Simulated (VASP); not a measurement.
Data:

```
KMgF3
1.0
    3.95975     0.00000     0.00000
    0.00000     3.95975     0.00000
    0.00000     0.00000     3.95975
K Mg F
1 1 3
Cartesian
  0.00000   0.00000   0.00000
  1.97987   1.97987   1.97987
  1.97987   0.00000   1.97987
  0.00000   1.97987   1.97987
  1.97987   1.97987   0.00000
```

The numbers are results of SCAN meta-GGA, VASP's PBE PAW potentials (set 64) (plane waves; VASP), not measurements. Numerical set-up: 520 eV cut-off, 6×6×6 Γ-centred mesh, tetrahedra with Blöchl corrections, potentials K_sv Mg F.

The cores are frozen, which limits the accuracy of field gradients.

### Question
Give the principal components of the electric field gradient (V/Å²) and the asymmetry η at each nucleus.

### Answer

```tsv
atom	Vxx	Vyy	Vzz	η
K1	0.0	0.0	0.0	-
Mg2	0.0	0.0	0.0	-
F3	-21.7	-21.7	43.4	0.00
F4	-21.7	-21.7	43.4	0.00
F5	-21.7	-21.7	43.4	0.00
```

The compound is KMgF3 in the cubic perovskite structure. It was relaxed first.
